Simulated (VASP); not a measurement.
Computed with PBE GGA with D3 dispersion (Becke-Johnson damping), VASP's PBE PAW potentials (set 64) (plane waves; VASP 6.6.1).

The input files of a VASP run:

File KPOINTS:
```
k-points along high-symmetry lines
15
Line-mode
Reciprocal
  0.000000   0.000000   0.000000 ! GAMMA
  0.500000   0.000000   0.500000 ! X

  0.500000   0.000000   0.500000 ! X
  0.625000   0.250000   0.625000 ! U

  0.375000   0.375000   0.750000 ! K
  0.000000   0.000000   0.000000 ! GAMMA

  0.000000   0.000000   0.000000 ! GAMMA
  0.500000   0.500000   0.500000 ! L

  0.500000   0.500000   0.500000 ! L
  0.500000   0.250000   0.750000 ! W

  0.500000   0.250000   0.750000 ! W
  0.500000   0.000000   0.500000 ! X
```

**INCAR**
```
SYSTEM = LiCl
PREC = Accurate
ENCUT = 520
EDIFF = 1E-7
NELM = 100
ALGO = Normal
LREAL = .FALSE.
LASPH = .TRUE.
ISMEAR = 0
SIGMA = 0.05
GGA = PE
IVDW = 12
LWAVE = .FALSE.
LCHARG = .FALSE.
LORBIT = 11
ICHARG = 11
```

### POSCAR
```
LiCl
1
    0.0000000000     2.5164972926     2.5164972926
    2.5164972926     0.0000000000     2.5164972926
    2.5164972926     2.5164972926     0.0000000000
Li Cl
1 1
Direct
  1.0000000000   0.0000000000   0.0000000000
  0.5000000000   0.5000000000   0.5000000000
```

POTCAR, in this order: Li_sv Cl (PBE.64 set). Program: vasp_std. Read from the step before: CHGCAR.

Output

**OSZICAR**
```
       N       E                     dE             d eps       ncg     rms          rms(c)
DAV:   1     0.420588385438E+02    0.42059E+02   -0.43553E+03  1620   0.104E+03
DAV:   2    -0.523974270178E+01   -0.47299E+02   -0.45257E+02  2130   0.161E+02
DAV:   3    -0.690384143910E+01   -0.16641E+01   -0.16627E+01  2061   0.362E+01
DAV:   4    -0.694032506625E+01   -0.36484E-01   -0.36436E-01  2667   0.497E+00
DAV:   5    -0.694061153609E+01   -0.28647E-03   -0.28638E-03  2150   0.381E-01
DAV:   6    -0.694061997351E+01   -0.84374E-05   -0.84372E-05  2574   0.419E-02
DAV:   7    -0.694062000065E+01   -0.27143E-07   -0.27156E-07  2330   0.288E-03
   1 F= -.74183894E+01 E0= -.74183894E+01  d E =-.738503E-17
```

**OUTCAR**
```
 val. band max:        1.0267308865   @ k =   0.0804   0.0804   0.1607

 cond. band min:       7.7055235489   @ k =   0.0000   0.0000   0.0000



 k-point     1 :       0.0000    0.0000    0.0000
  band No.  band energies     occupation
      1     -42.4075      2.00000
      2     -12.5834      2.00000
      3       1.0229      2.00000
      4       1.0229      2.00000
      5       1.0229      2.00000
      6       7.7055      0.00000
      7      13.0043      0.00000
      8      13.0043      0.00000
      9      13.0043      0.00000

 k-point     2 :       0.0357    0.0000    0.0357
  band No.  band energies     occupation
      1     -42.4075      2.00000
      2     -12.5739      2.00000
      3       0.9783      2.00000
      4       1.0051      2.00000
      5       1.0051      2.00000
      6       7.7685      0.00000
      7      12.8930      0.00000
      8      13.0133      0.00000
      9      13.0133      0.00000

 k-point     3 :       0.0714    0.0000    0.0714
  band No.  band energies     occupation
      1     -42.4073      2.00000
      2     -12.5454      2.00000
      3       0.8487      2.00000
      4       0.9532      2.00000
      5       0.9532      2.00000
      6       7.9539      0.00000
      7      12.5994      0.00000
      8      13.0443      0.00000
      9      13.0444      0.00000

 k-point     4 :       0.1071    0.0000    0.1071
  band No.  band energies     occupation
      1     -42.4071      2.00000
      2     -12.4987      2.00000
      3       0.6450      2.00000
      4       0.8711      2.00000
      5       0.8711      2.00000
      6       8.2493      0.00000
      7      12.2022      0.00000
      8      13.0311      0.00000
      9      13.1059      0.00000

 k-point     5 :       0.1429    0.0000    0.1429
  band No.  band energies     occupation
      1     -42.4066      2.00000
      2     -12.4352      2.00000
      3       0.3823      2.00000
      4       0.7646      2.00000
...
```

The density is held fixed in this step, so its total energy and stress have no physical meaning.

The compound is LiCl in the rock salt structure. It was relaxed first, which changed the volume by -6 %.
